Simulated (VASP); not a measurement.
Here is the system:

```xyz
2
Lattice="2.9554 0.0000 0.0000 0.0000 2.9554 0.0000 0.0000 0.0000 3.8737" Properties=species:S:1:pos:R:3 pbc="T T T"
Ti     1.4777     1.4777     1.9368
Ta     0.0000     0.0000     0.0000
```

The numbers are results of PBE GGA, VASP's PBE PAW potentials (set 64) (plane waves; VASP 6.6.1), not measurements. Settings: 300 eV cut-off, 8×8×6 Γ-centred mesh, Fermi-Dirac smearing of 0.10 eV, potentials Ti_sv Ta_pv.

Question: Give the energies of bands 8 to 14 at the high-symmetry points, in eV from the Fermi level.

Answer: 
| band | Γ | X | M | Z | R | A |
|---|---|---|---|---|---|---|
| 8 | -7.37 | -3.66 | -4.11 | -5.31 | -3.98 | -2.85 |
| 9 | -3.73 | -2.13 | -3.50 | -3.49 | -3.69 | -1.40 |
| 10 | -3.00 | -0.96 | -2.62 | -1.84 | 0.00 | -1.40 |
| 11 | 0.51 | -0.90 | -2.62 | -0.63 | 0.18 | -1.38 |
| 12 | 0.51 | -0.20 | 2.75 | 1.54 | 0.82 | -0.37 |
| 13 | 1.28 | -0.05 | 2.75 | 1.70 | 0.96 | -0.37 |
| 14 | 2.44 | 1.57 | 3.81 | 1.82 | 0.99 | 2.21 |

It has no gap at this level: it comes out as a metal or semimetal.

The structure was generated: TaTi was put into an ordered model structure, which need not be its known phase. The cell was not relaxed at this level. The electron count is odd and the run is not spin-polarised, which forces a metal.
